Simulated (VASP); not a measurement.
```
AuZn
1.0
    3.12704     0.00000     0.00000
    0.00000     3.12704     0.00000
    0.00000     0.00000     3.12704
Zn Au
1 1
Cartesian
  1.56352   1.56352   1.56352
  0.00000   0.00000   0.00000
```

These are PBEsol GGA, VASP's PBE PAW potentials (set 64) (plane waves; VASP) values and carry that method's errors. Settings: 400 eV cut-off, Gaussian smearing of 0.050 eV, potentials Zn Au.

### Question
Give the energies of bands 6 to 14 at the high-symmetry points, in eV from the Fermi level.

### Answer

```tsv
band	Γ	X	M	R
6	-7.45	-7.27	-6.45	-6.57
7	-5.48	-5.90	-5.11	-6.57
8	-5.48	-5.53	-4.10	-6.57
9	-3.76	-5.00	-4.10	-3.11
10	-3.76	-5.00	-3.16	-3.11
11	-3.76	-3.93	-2.10	1.43
12	4.98	-2.38	-2.10	3.66
13	4.98	10.45	0.89	3.74
14	4.98	11.23	2.61	3.74
```

It has no gap at this level: it comes out as a metal or semimetal.

The compound is AuZn in the CsCl type structure. It was relaxed first. The electron count is odd and the run is not spin-polarised, which forces a metal.
